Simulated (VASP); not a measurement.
Here is the system:

```
HgTe
1.0
    0.00000     3.27031     3.27031
    3.27031     0.00000     3.27031
    3.27031     3.27031     0.00000
Hg Te
1 1
Direct
  0.00000   0.00000   0.00000
  0.25000   0.25000   0.25000
```

These are r2SCAN+rVV10, VASP's PBE PAW potentials (set 64) (plane waves; VASP) values and carry that method's errors. Numerical set-up: 520 eV cut-off, 11×11×11 Γ-centred mesh, tetrahedra with Blöchl corrections, potentials Hg Te.

Unless said otherwise, spin-orbit coupling is left out, though it shifts the bands of the heavy elements here.

Problem. Tabulate the total density of states (states/eV per cell) against energy (eV; zero at the valence-band maximum or, without a gap, the Fermi level).

Solution. 
| E (eV) | DOS (states/eV) |
|---|---|
| -9.98 | 0.00 |
| -9.86 | 0.00 |
| -9.62 | 0.00 |
| -9.50 | 0.00 |
| -9.26 | 0.00 |
| -9.14 | 0.00 |
| -8.90 | 0.00 |
| -8.78 | 0.00 |
| -8.66 | 0.00 |
| -8.42 | 0.00 |
| -8.30 | 0.00 |
| -8.06 | 0.00 |
| -7.94 | 0.00 |
| -7.82 | 0.00 |
| -7.58 | 0.00 |
| -7.46 | 0.91 |
| -7.22 | 20.2 |
| -7.10 | 6.31 |
| -6.86 | 21.7 |
| -6.74 | 2.70 |
| -6.62 | 3.26 |
| -6.38 | 1.72 |
| -6.26 | 0.02 |
| -6.02 | 0.00 |
| -5.90 | 0.00 |
| -5.78 | 0.00 |
| -5.54 | 0.00 |
| -5.42 | 1.12 |
| -5.18 | 2.02 |
| -5.06 | 1.39 |
| -4.82 | 0.87 |
| -4.70 | 0.76 |
| -4.58 | 0.68 |
| -4.34 | 0.51 |
| -4.22 | 0.46 |
| -3.98 | 0.39 |
| -3.86 | 0.35 |
| -3.74 | 0.30 |
| -3.50 | 0.25 |
| -3.38 | 0.23 |
| -3.14 | 0.19 |
| -3.02 | 0.17 |
| -2.78 | 1.27 |
| -2.66 | 2.01 |
| -2.54 | 1.73 |
| -2.30 | 1.69 |
| -2.18 | 2.12 |
| -1.94 | 2.08 |
| -1.82 | 2.02 |
| -1.70 | 1.96 |
| -1.46 | 1.93 |
| -1.34 | 1.90 |
| -1.10 | 1.84 |
| -0.98 | 1.68 |
| -0.74 | 0.96 |
| -0.62 | 0.76 |
| -0.50 | 0.62 |
| -0.26 | 0.33 |
| -0.14 | 0.21 |
| 0.10 | 0.00 |
| 0.22 | 0.00 |
| 0.34 | 0.01 |
| 0.58 | 0.02 |
| 0.70 | 0.03 |
| 0.94 | 0.08 |
| 1.06 | 0.19 |
| 1.30 | 0.51 |
| 1.42 | 0.62 |
| 1.54 | 0.65 |
| 1.78 | 0.74 |
| 1.90 | 0.80 |
| 2.14 | 1.47 |
| 2.26 | 1.95 |
| 2.38 | 2.04 |
| 2.62 | 1.37 |
| 2.74 | 0.83 |
| 2.98 | 0.60 |
| 3.10 | 0.52 |
| 3.34 | 0.39 |
| 3.46 | 0.47 |
Within 2 eV below the Fermi level the largest weight inside VASP's projection spheres is Te p, then Hg d.

The compound is HgTe in the zinc blende structure. It was relaxed first.
